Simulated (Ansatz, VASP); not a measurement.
# Cross-check of Co (Cobalt) between VASP and Ansatz, part 2 of 2

One calculation is typed for both programs; each brings its own data sets and cutoff. How far apart do they land? The cell is taken from a series of VASP runs on this material, whose earlier steps may have relaxed, scaled or displaced it; both programs get it as it stands.

VASP 6.6.1 and Ansatz 0.2.0.

So far: The structure; VASP: relaxation of cell and atoms, r2SCAN.

### 3. Ansatz: relaxation of cell and atoms, r2SCAN

Level of this step: Ansatz beside VASP: Kohn-Sham DFT, plane waves, r2SCAN (Ansatz).

Ansatz runs on its default PAW (the set named soft_2) files.

The same cell, functional, mesh and smearing now go to Ansatz, which takes its cutoff from its data sets.

Contents of input.yaml:

```yaml
crystal:
  lattice:
    - [2.4729017849, 0.0, 0.0]
    - [-1.2364508925, 2.1415957668, 0.0]
    - [0.0, 0.0, 4.0152317826]
  atoms:
    - { symbol: Co, position: [0.6666666667, 0.3333333333, 0.75], spin: 2.0 }
    - { symbol: Co, position: [0.3333333333, 0.6666666667, 0.25], spin: 2.0 }
hamiltonian:
  xc: r2scan
  pseudopotentials: { kind: paw }
magnetization:
  spin_polarized: true
kpoints:
  mp_grid: { grid: [22, 22, 12] }
scf:
  occupations: { method: methfessel_paxton, width: 0.15 }
relax:
  f_tol: 0.01
  max_steps: 60
  cell: { stress_tol: 0.05 }
output:
  forces: true
  stress: true
  write_density: true
  write_potential: true
  elf: true
  volumetric_format: npy
```

Started as:

```sh
$ ansatz run input.yaml --threads 4 --pin off --max-ram 9216MiB --backend cpu --events-out ev --progress --plain --runs-dir out
```

Numbers of over 12 decimals in the logs are rounded to 6 here.

Log:

```text
Engine: ansatz 0.2.0, aarch64-unknown-linux-gnu
Pseudopotentials: kind: paw
Pseudopotential: Co, paw, valence charge 17, recommended cutoff 500 eV (meta_gga), Co.paw.azcp
Functional definition: r2SCAN
  parameter k0 = 0.174
  parameter k1 = 0.065
  parameter a1 = 4.9479
  exchange = r2scan_x(k0 = k0, k1 = k1, a1 = a1)
  correlation = r2scan_c
Crystal: 2 atoms, lattice volume = 21.264 Å³
Basis set: ecut = 500 eV, 549 PW (Γ), exchange–correlation on 80×80×120 points (64 copies of the dense FFT grid, shifted against one another)
Bands: 23, of which v1, the nominal top of the filled ones, is band 17 counted from 1 (16 counted from 0)
Symmetry: 24 space group operations
Space group: P63/mmc (ITA 194), of the structure as read, at distance tolerance 2.8e-5 Å
Magnetic group: BNS 194.263 (UNI 1493), of the structure as read, at distance tolerance 2.8e-5 Å
k-points: 364 of 5808
Non-local potential: Co, projectors of the file, l = 0: 3, l = 1: 2, l = 2: 3, l = 3: 1
PAW form: soft (Blöchl's): semilocal exchange-correlation on the pseudo side does not see the compensation charge
PAW frozen core: Co, regenerated for the run's functional (the file was generated under x = pbe(κ = 0.804, μ = 0.219515), c = pbe(β = 0.066725))
PAW one-centre angular grid: Co, 590 points (default); XC on 160 Gauss nodes
Initial density: superposition of atomic densities (chi_scale 0.1, normalization cell)
Starting moments: Σ|m| = 4 μB on 2 of 2 sites
Initial wavefunctions: pseudopotential atomic-orbital guess
Functional: x = r2scan, c = r2scan; τ floored in thin density (d = 2e-4 eV/Å³)
SCF iter   1: F=—  HF=-10262.095552 eV  |F-HF|=—  |Δ(HF+E_count)|=         —  Δρ=1.06e-1 (↑2.03e-2 ↓1.06e-1)  dr2=1.96e0  dr2_τ=1.69e-2  dr2_m=3.74e-1  M=3.794 μB ∫|m|=4.014 μB  β_m=1.00  ethr=3.10e-3  ⟨swp⟩=4.8  Hψ=61534  notcnv=0
Mixer restart at iter 1: flushing history
preconditioner: auto → none  [metal: Δε(μ)=0.006 eV  Ē_g=9.916 eV  σ=0.150 eV  W_gap=0.02  n_scr=8 (ndim 8)  ℏωp=34.2 eV  f_vac=0.000  D(μ)=1.47/eV (n_scr^D=22)  sad-step TF]
SCF iter   2: F=—  HF=-10261.725089 eV  |F-HF|=—  |Δ(HF+E_count)|=   3.70e-1  Δρ=2.58e-2 (↑8.72e-3 ↓2.58e-2)  dr2=1.44e-1  dr2_τ=1.73e-2  dr2_m=3.09e-2  M=3.721 μB ∫|m|=4.174 μB  β_m=1.00  ethr=3.10e-3  ⟨swp⟩=2.3  Hψ=30222  notcnv=0  defer=948  κ⁻¹=1.0e0(r=1)
SCF iter   3: F=—  HF=-10262.303943 eV  |F-HF|=—  |Δ(HF+E_count)|=         —  Δρ=7.68e-3 (↑7.68e-3 ↓7.41e-3)  dr2=1.27e-2  dr2_τ=7.68e-4  dr2_m=1.26e-4  M=3.670 μB ∫|m|=4.245 μB  β_m=1.00  ethr=4.23e-4  ⟨swp⟩=2.0  Hψ=23522  notcnv=0  defer=948
Mixer restart at iter 3: flushing history
SCF iter   4: F=—  HF=-10262.610694 eV  |F-HF|=—  |Δ(HF+E_count)|=   3.07e-1  Δρ=8.01e-3 (↑5.21e-3 ↓8.01e-3)  dr2=1.17e-2  dr2_τ=4.49e-4  dr2_m=6.66e-4  M=3.630 μB ∫|m|=4.230 μB  β_m=1.00  ethr=3.74e-5  ⟨swp⟩=2.5  Hψ=32385  notcnv=0  defer=917  κ⁻¹=1.0e0(r=1)
SCF iter   5: F=—  HF=-10262.729162 eV  |F-HF|=—  |Δ(HF+E_count)|=   1.18e-1  Δρ=7.22e-3 (↑4.30e-3 ↓7.22e-3)  dr2=1.01e-2  dr2_τ=3.50e-4  dr2_m=6.25e-4  M=3.612 μB ∫|m|=4.220 μB  β_m=1.00  ethr=3.43e-5  ⟨swp⟩=2.2  Hψ=28003  notcnv=0  defer=905  κ⁻¹=3.5e-2(r=2)
SCF iter   6: F=—  HF=-10263.016012 eV  |F-HF|=—  |Δ(HF+E_count)|=   2.87e-1  Δρ=2.59e-3 (↑2.45e-3 ↓2.59e-3)  dr2=3.27e-3  dr2_τ=1.99e-5  dr2_m=6.30e-6  M=3.553 μB ∫|m|=4.177 μB  β_m=1.00  ethr=2.97e-5  ⟨swp⟩=2.0  Hψ=32823  notcnv=0  defer=903  κ⁻¹=1.6e-3(r=3)
SCF iter   7: F=—  HF=-10263.052557 eV  |F-HF|=—  |Δ(HF+E_count)|=   3.65e-2  Δρ=1.37e-3 (↑6.83e-4 ↓1.37e-3)  dr2=5.42e-4  dr2_τ=4.72e-6  dr2_m=2.98e-5  M=3.536 μB ∫|m|=4.157 μB  β_m=1.00  ethr=9.61e-6  ⟨swp⟩=2.0  Hψ=32903  notcnv=0  defer=895  κ⁻¹=1.4e-3(r=4)
SCF iter   8: F=—  HF=-10263.062261 eV  |F-HF|=—  |Δ(HF+E_count)|=   9.70e-3  Δρ=3.57e-4 (↑1.08e-4 ↓3.57e-4)  dr2=2.52e-5  dr2_τ=1.24e-7  dr2_m=5.15e-6  M=3.524 μB ∫|m|=4.145 μB  β_m=1.00  ethr=1.59e-6  ⟨swp⟩=2.0  Hψ=29938  notcnv=0  defer=895  κ⁻¹=2.2e-4(r=5)
SCF iter   9: F=—  HF=-10263.054834 eV  |F-HF|=—  |Δ(HF+E_count)|=         —  Δρ=6.46e-4 (↑6.46e-4 ↓1.47e-4)  dr2=7.04e-5  dr2_τ=2.74e-7  dr2_m=1.68e-5  M=3.525 μB ∫|m|=4.145 μB  β_m=1.20  ethr=7.41e-8  ⟨swp⟩=2.0  Hψ=29587  notcnv=0  defer=895
Mixer restart at iter 9: flushing history
iteration 9: the input's own smearing fills from here on; a Gaussian of 0.15 eV has filled iterations ahead of it
SCF iter  10: F=—  HF=-10263.054827 eV  |F-HF|=—  |Δ(HF+E_count)|=   7.00e-6  S|Δr|=    0.00e0  Δρ=1.53e-4 (↑1.53e-4 ↓1.07e-4)  dr2=4.40e-6  dr2_τ=2.81e-7  dr2_m=1.27e-7  M=3.526 μB ∫|m|=4.145 μB  β_m=1.20  ethr=7.41e-8  ⟨swp⟩=2.0  Hψ=27618  notcnv=0  defer=895  κ⁻¹=1.0e0(r=1)
SCF iter  11: F=—  HF=-10263.054827 eV  |F-HF|=—  |Δ(HF+E_count)|=   2.24e-7  S|Δr|=    0.00e0  Δρ=5.03e-5 (↑5.03e-5 ↓4.43e-5)  dr2=6.01e-7  dr2_τ=3.83e-8  dr2_m=4.21e-8  M=3.526 μB ∫|m|=4.145 μB  β_m=1.20  ethr=1.30e-8  ⟨swp⟩=2.5  Hψ=24653  notcnv=0  defer=895  κ⁻¹=7.8e-3(r=2)
SCF iter  12: F=—  HF=-10263.054827 eV  |F-HF|=—  |Δ(HF+E_count)|=   4.04e-7  S|Δr|=    0.00e0  Δρ=3.22e-5 (↑3.22e-5 ↓3.04e-5)  dr2=3.11e-7  dr2_τ=1.51e-8  dr2_m=6.74e-9  M=3.526 μB ∫|m|=4.145 μB  β_m=1.20  ethr=1.77e-9  ⟨swp⟩=2.0  Hψ=21639  notcnv=0  defer=895  κ⁻¹=5.7e-4(r=3)
SCF iter  13: F=—  HF=-10263.054828 eV  |F-HF|=—  |Δ(HF+E_count)|=   8.75e-7  S|Δr|=    0.00e0  Δρ=1.85e-5 (↑8.90e-6 ↓1.85e-5)  dr2=9.30e-8  dr2_τ=6.95e-10  dr2_m=6.18e-9  M=3.525 μB ∫|m|=4.145 μB  β_m=1.20  ethr=2.94e-10  ⟨swp⟩=6.3  Hψ=110361  notcnv=0  κ⁻¹=3.8e-5(r=4)
SCF iter  14: F=—  HF=-10263.054828 eV  |F-HF|=—  |Δ(HF+E_count)|=   3.14e-8  S|Δr|=    0.00e0  Δρ=1.46e-5 (↑8.08e-6 ↓1.46e-5)  dr2=6.20e-8  dr2_τ=3.93e-10  dr2_m=2.71e-9  M=3.525 μB ∫|m|=4.145 μB  β_m=1.20  ethr=2.74e-10  ⟨swp⟩=6.8  Hψ=84613  notcnv=0  κ⁻¹=8.5e-6(r=5)
SCF iter  15: F=-10263.054828 eV  HF=-10263.054828 eV  |F-HF|=3.86e-9  |Δ(HF+E_count)|=   3.57e-8  S|Δr|=    0.00e0  Δρ=3.74e-6 (↑1.61e-6 ↓3.74e-6)  dr2=3.01e-9  dr2_τ=2.14e-11  dr2_m=2.50e-10  M=3.525 μB ∫|m|=4.145 μB  ethr=1.82e-10  ⟨swp⟩=7.0  Hψ=90252  notcnv=0
SCF 1 converged in 15 iterations: F = -10263.054828 eV  dr2 = 3.01e-9
  greatest PAW one-centre occupation: 1.004 electrons in one spin orbital (limit 2), on the Co atom at site 1 (counted from 0), in its partial waves of l = 1
relax step   1: F+E_penalty+E_count = -10263.05482808 eV  Δ(F+E_penalty+E_count) = +0.000e0 eV  max|allowed force component| = 4.626e-17 eV/Å  Δτ_max = 0.0000 Å  P = +0.101 GPa  Ω = 21.264 Å³  (15 SCF iters, dr2 threshold 1.00e-7 eV, accepted)
[...]
relax step   2: F+E_penalty+E_count = -10263.05482617 eV  Δ(F+E_penalty+E_count) = +1.910e-6 eV  max|allowed force component| = 1.850e-17 eV/Å  Δτ_max = 0.0000 Å  P = +0.046 GPa  Ω = 21.269 Å³  energy of the carried Pulay correction = -4.495e-6 eV  (3 SCF iters, dr2 threshold 4.90e-8 eV, accepted)
[...]
relax step   3: F+E_penalty+E_count = -10263.05482316 eV  Δ(F+E_penalty+E_count) = +3.009e-6 eV  max|allowed force component| = 2.082e-17 eV/Å  Δτ_max = 0.0000 Å  P = +0.001 GPa  Ω = 21.274 Å³  energy of the carried Pulay correction = -8.345e-6 eV  (5 SCF iters, dr2 threshold 1.21e-8 eV, accepted)
[...]
relax step   4: F+E_penalty+E_count = -10263.05483175 eV  Δ(F+E_penalty+E_count) = -8.585e-6 eV  max|allowed force component| = 3.701e-17 eV/Å  Δτ_max = 0.0000 Å  P = +0.002 GPa  Ω = 21.274 Å³  stress off target by 6.70e-3 GPa  SCF on the basis re-selected at this cell (its energy is not comparable with the rows above)  (7 SCF iters)
basis re-selected at this cell: Δ(F+E_penalty+E_count) = -8.585e-6 eV, ΔP = +0.001 GPa vs the last step (what re-selecting the basis moved, of the pressure what is left beyond the Pulay correction that the steps carried, after the strain that the cell walked since its last selection, with what the two solves' SCF thresholds leave and, on support functions, any second-order correction that the steps lacked; it is no m [...]
SCF converged after 7 iterations
Stability not checked: this state was not tested for a lower state beside it, because cold or Methfessel-Paxton smearing, or corrected tetrahedra, fill the levels in a way that the test cannot read (fill_not_monotonic; see scf.lower_state_search)
Magnetization: 3.5260 μB (18.7630 up, 15.2370 down)
Absolute magnetization: 4.1494 μB (∫|ρ↑−ρ↓|, with the PAW one-centre terms)
Spin contamination: 0.1334 ħ² per cell (⟨S²⟩ above its minimum at these occupations)
Per-site moments (μB) at R_I (Å): [(1.899635, 1.016408), (1.899635, 1.016408)]
Free energy (F): -10263.054832 eV
Harris-Foulkes:  -10263.054832 eV  (|F-HF|=7.28e-12)
Internal energy: -10263.055429 eV  (E = F + TS)
E sigma→0 (E₀):  -10263.054981 eV
Entropy (-TS):   0.000597 eV (0.298 meV/atom)
Fermi energy:    19.190485 eV
--- Per-component energies (eV) ---
  E_band       = -524.352221
  E_kinetic    = 909.095734
  E_local      = -5610.591692  (includes V_loc(G=0)·N_el)
  E_nonlocal   = 911.853119
  E_hartree    = 2355.371968
  E_xc         = -315.714396
  E_vxc        = -460.554344  (∫ρ·V_xc dr)
  E_paw        = -3047.374242  (= ΣΔE_a)
  E_vpaw       = -1014.387042  (= ΣTr[D̂ρ^β])
  E_aug_tail   = 0.000074  (compensation charges beyond the density's cutoff)
  E_vtau       = 29.488206  (kinetic-family band-sum trace: ∫τ·v_τ [+ j·A + Jᵃ·Aᵃ] dr)
  E_ewald      = -5465.105580
  E_core_change = -0.590412  (= ΣΔE_core)
  E_smearing   = 0.000597  (= −TS)
  E_closure    = -0.000000  (closes the sum)
  Σ components = -10263.054832   (vs F -10263.054832, Δ=0.00e0)
--- Forces (eV/Å), atoms counted from 1 ---
  atom   1  Co     0.00000000     0.00000000     0.00000000
  atom   2  Co    -0.00000000    -0.00000000     0.00000000
  max |Σ_I F_I| component: 1.85e-17 eV/Å
--- Stress (GPa, compression-positive) ---
       -0.000586       0.000000       0.000000
        0.000000      -0.000586       0.000000
        0.000000       0.000000       0.006696
  P = ⅓ Tr σ = 0.0018 GPa (0.018 kbar)
--- Band table (eV; the first three rows and the last of 728) ---
  k-point 0 ↑: bands = [... 13 lower, 16.0957, 16.0957, 16.4416, 16.4416, 17.5626, 17.5626, 18.8152, 25.4284, ... 2 higher]
  k-point 1 ↑: bands = [... 13 lower, 16.0760, 16.0760, 16.4884, 16.4884, 17.5590, 17.5590, 18.4870, 25.8907, ... 2 higher]
  k-point 2 ↑: bands = [... 13 lower, 16.0216, 16.0216, 16.6077, 16.6077, 17.5449, 17.5449, 17.7220, 27.0683, ... 2 higher]
  k-point 363 ↓: bands = [... 13 lower, 17.1462, 19.1397, 19.1397, 20.5258, 20.5258, 25.3993, 25.3993, 27.6262, ... 2 higher]
--- Relaxed structure (3 steps of the walk, 3 accepted, 1 SCFs on fresh bases) ---
  F+E_penalty+E_count = -10263.05483175 eV   max|allowed force component| = 3.701e-17 eV/Å   (the final SCF, on the basis selected at the relaxed cell)
  cell:  # Å, volume = 21.2736 Å³
    - [2.473109, 2.8869929845387233e-11, 0.0]
    - [-1.236554, 2.141775, 0.0]
    - [0.0, 0.0, 4.016286]
  atoms:
    - { symbol: Co, position: [0.666667, 0.333333, 0.75] }
    - { symbol: Co, position: [0.333333, 0.666667, 0.25] }
```

Elapsed: 46 s, on 4 threads of Arm Neoverse V2, shared host; peak memory 0.69 GiB.

### 4. Differences

Known differences besides the potentials themselves: VASP keeps PBE cores, Ansatz makes them for the functional; both relaxations stop at a tolerance, which leaves soft axes loose, and VASP keeps its plane-wave basis; the data sets hold 34 valence electrons in Ansatz (default PAW (the set named soft_2) files) and 18 in VASP; the cutoff is 500 eV in Ansatz and 520 eV in VASP; Ansatz adds a Pulay correction to the stress that steers its cell, VASP none; site moments are counted in spheres of each program's own size. Total energies have different zeros and are not compared.

The two programs side by side:

```
                                         quantity  Ansatz   VASP  difference
                                      volume (Å³)   21.27  21.26     +0.04 %
edge a after relaxation, in the typed setting (Å)   2.473  2.473     +0.01 %
edge c after relaxation, in the typed setting (Å)   4.016  4.015     +0.03 %
                                total moment (μB)    3.53   3.51       +0.02
                               moment on Co1 (μB)    1.90   1.81       +0.09
                               moment on Co2 (μB)    1.90   1.81       +0.09
```

The walks stopped with 0.00 GPa left in Ansatz and -0.01 GPa in VASP; each walk ends within a tolerance, so the volume difference is uncertain by about these residues over the bulk modulus, most in soft cells.

### 5. VASP: relaxation of cell and atoms, PBE

The relaxed volume is the usual yardstick between codes: its relative difference is about their pressure difference at one cell divided by the bulk modulus. The cell compared in this pair holds 21.64 Å³, against 21.26 Å³ for the pair before.

Contents of INCAR:

```
SYSTEM = Co
PREC = Accurate
ENCUT = 520
EDIFF = 1E-07
NELM = 100
ISMEAR = 1
SIGMA = 0.15
LREAL = .FALSE.
ALGO = Normal
GGA = PE
NBANDS = 19
ISPIN = 2
MAGMOM = 2 2
LASPH = .TRUE.
LMAXMIX = 4
LORBIT = 11
LWAVE = .FALSE.
LCHARG = .FALSE.
KPAR = 4
IBRION = 2
NSW = 50
ISIF = 3
EDIFFG = -0.005
```

Contents of POSCAR:

```
Co
1.0
    2.4917732807      0.0000000000      0.0000000000
   -1.2458866403      2.1579389615      0.0000000000
    0.0000000000      0.0000000000      4.0241709308
Co
2
Direct
    0.6666666667      0.3333333333      0.7500000000
    0.3333333333      0.6666666667      0.2500000000
```

Contents of KPOINTS:

```
Automatic mesh
0
Gamma
22 22 12
0 0 0
```

PAW data sets: Co (PBE family, release 64).

Started as:

```sh
$ mpirun -np 4 vasp_std
```

Log:

```text
[banner, memory and clock lines left out]
running    4 mpi-ranks, on    1 nodes
[...]
LDA part: xc-table for (Slater+PW92), standard interpolation
 POSCAR, INCAR and KPOINTS ok, starting setup
[...]
entering main loop
       N       E                     dE             d eps       ncg     rms          rms(c)
DAV:   1     0.833390087331E+02    0.83339E+02   -0.83467E+03 28992   0.130E+03
DAV:   2    -0.121691190581E+02   -0.95508E+02   -0.86283E+02 27898   0.221E+02
DAV:   3    -0.160753791596E+02   -0.39063E+01   -0.37628E+01 30861   0.559E+01
DAV:   4    -0.161347687596E+02   -0.59390E-01   -0.59349E-01 34180   0.594E+00
[...]
DAV:  12    -0.140720587023E+02   -0.39159E-06   -0.37124E-06 31374   0.224E-02    0.167E-02
DAV:  13    -0.140720582252E+02    0.47710E-06   -0.14479E-06 41861   0.145E-02    0.335E-03
DAV:  14    -0.140720582059E+02    0.19286E-07   -0.25667E-07 29563   0.475E-03
   1 F= -.14072058E+02 E0= -.14072267E+02  d E =-.140721E+02  mag=     3.2055
[...]
reached required accuracy - stopping structural energy minimisation
```

From OUTCAR (step 5):

```text
  Total        0.0056649      0.0056649     -0.0090619      0.0000000     -0.0000000      0.0000000
  in kB        0.4194502      0.4194502     -0.6709769      0.0000000     -0.0000000      0.0000000
  external PRESSURE =       0.0559745 kB  Pullay stress =       0.0000000 kB

 POSITION                                       TOTAL-FORCE (eV/Angst)
 -----------------------------------------------------------------------------------
      1.24589      0.71931      3.01813         0.000000      0.000000      0.000000
     -0.00000      1.43863      1.00604        -0.000000     -0.000000      0.000000
 -----------------------------------------------------------------------------------
    total drift:                                0.000000      0.000000     -0.000000

  FREE ENERGIE OF THE ION-ELECTRON SYSTEM (eV)
  ---------------------------------------------------
  free  energy   TOTEN  =       -14.0720582059 eV

  energy  without entropy=      -14.0726832063  energy(sigma->0) =      -14.07226654

 magnetization (x)
# of ion       s       p       d       tot
------------------------------------------
    1       -0.015  -0.055   1.693   1.623
    2       -0.015  -0.055   1.693   1.623
--------------------------------------------------
tot         -0.030  -0.111   3.387   3.246

[... 2 parts as in an earlier step ...]

[... 2 further parts left out ...]
[key lines of the parts left out:]
E-fermi :  10.2897
```

### 6. Ansatz: relaxation of cell and atoms, PBE

The same cell, functional, mesh and smearing now go to Ansatz, which takes its cutoff from its data sets.

The cell is taken from a series of VASP runs on this material, whose earlier steps may have relaxed, scaled or displaced it; both programs get it as it stands.

input.yaml, the sections that differ from step 3:

```yaml
crystal:
  lattice:
    - [2.4917732807, 0.0, 0.0]
    - [-1.2458866403, 2.1579389615, 0.0]
    - [0.0, 0.0, 4.0241709308]
  atoms:
    - { symbol: Co, position: [0.6666666667, 0.3333333333, 0.75], spin: 2.0 }
    - { symbol: Co, position: [0.3333333333, 0.6666666667, 0.25], spin: 2.0 }
hamiltonian:
  xc: pbe
  pseudopotentials: { kind: paw }
output:
  forces: true
  stress: true
# magnetization, kpoints, scf, relax: as in step 3
```

Started as:

```sh
$ ansatz run input.yaml --threads 4 --pin off --max-ram 9216MiB --backend cpu --events-out ev --progress --plain --runs-dir out
```

Log:

```text
[...]
Crystal: 2 atoms, lattice volume = 21.638 Å³
Basis set: ecut = 420 eV, 403 PW (Γ), exchange–correlation on 36×36×54 points (8 copies of the dense FFT grid, shifted against one another)
Bands: 23, of which v1, the nominal top of the filled ones, is band 17 counted from 1 (16 counted from 0)
Symmetry: 24 space group operations
[...]
P = ⅓ Tr σ = 0.0075 GPa (0.075 kbar)
--- Relaxed structure (3 steps of the walk, 3 accepted, 1 SCFs on fresh bases) ---
[...]
cell:  # Å, volume = 21.7092 Å³
    - [2.494365, -2.8897567735523527e-11, 0]
    - [-1.247183, 2.160184, 0]
    - [0, 1.6606506832260994e-19, 4.028960]
  atoms:
    - { symbol: Co, position: [0.666667, 0.333333, 0.75] }
    - { symbol: Co, position: [0.333333, 0.666667, 0.25] }
[key lines of the parts left out:]
SCF converged after 6 iterations
Magnetization: 3.2196 μB (18.6098 up, 15.3902 down)
Free energy (F): -10252.304841 eV
Fermi energy:    18.686177 eV
```

It took 17 s on 4 threads; peak memory 0.55 GiB; 64 s of CPU time.

### 7. Differences

What differs besides the data sets and the points named for the pairs above, as far as they apply: the cutoff is 420 eV in Ansatz and 520 eV in VASP. Total energies have different zeros and are not compared.

Compared:

```
                                         quantity  Ansatz   VASP  difference
                                      volume (Å³)   21.71  21.64     +0.33 %
edge a after relaxation, in the typed setting (Å)   2.494  2.492     +0.10 %
edge c after relaxation, in the typed setting (Å)   4.029  4.024     +0.12 %
                                total moment (μB)    3.22   3.21       +0.01
                               moment on Co1 (μB)    1.69   1.62       +0.06
                               moment on Co2 (μB)    1.69   1.62       +0.06
```

The walks stopped with 0.01 GPa left in Ansatz and 0.01 GPa in VASP; each walk ends within a tolerance, so the volume difference is uncertain by about these residues over the bulk modulus, most in soft cells.

### 8. What came out

| Item | Value |
| --- | --- |
| difference in volume (relaxation of cell and atoms, r2SCAN) | 0.043 % |
| difference in volume (relaxation of cell and atoms, PBE) | 0.33 % |

What this shows: The difference in volume is 0.33 % (relaxation of cell and atoms, PBE), within the 1.2 % picked in this series as the mark of a large difference, as far as the stopping tolerances let one tell. How closely two codes agree says nothing of how well the functional describes the real material.

[Lines on the potential files, build, host, timing and source positions are cut from VASP's logs without a mark.]

[Logs are printed without paths, hosts, clocks, repeated set-up lines and the standing remarks that a program may print on its own settings, such as how far it seeks lower states.]

[Hosts, paths, dates, database ids (printed as entryN), source tags and the programs' standing remarks are cut or masked in the printed files.]
